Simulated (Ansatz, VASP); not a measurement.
## One calculation of SiF, two programs

```xyz
2
Lattice="3.0083 0.0000 0.0000 0.0000 3.0083 0.0000 0.0000 0.0000 3.0083" Properties=species:S:1:pos:R:3 pbc="T T T"
Si    1.5041    1.5041    1.5041
F     0.0000    0.0000    0.0000
```

Change from the starting cell: volume scaled by 0.98.

Alike in both runs: task single point; functional PBE; k mesh 9 × 9 × 9; occupations fermi-dirac, width 0.05 eV; no spin polarisation.

|  | VASP | Ansatz |
| --- | --- | --- |
| version | VASP 6.6.1 | Ansatz 0.2.0 |
| potentials or method | VASP PAW PBE potentials, release 64 (Si, F) | Ansatz PAW |
| plane-wave cutoff (eV) | 520 | 420 |
| valence electrons in the cell | 11 | 11 |

Ansatz gave:

```
gap on the k mesh at the Fermi level (eV) : none
pressure (GPa)                            : 1.7
```

Q: Which values does VASP return?

A: gap on the k mesh at the Fermi level (eV): none; pressure (GPa): 1.5.

A gap of «none» marks a metal or a gap that the smearing closes.

Caveats: an odd number of electrons without spin polarisation forces a metal; a magnetic or distorted state may lie lower; the pressure holds a Pulay correction of +0.5 GPa for the finite cutoff (Ansatz).
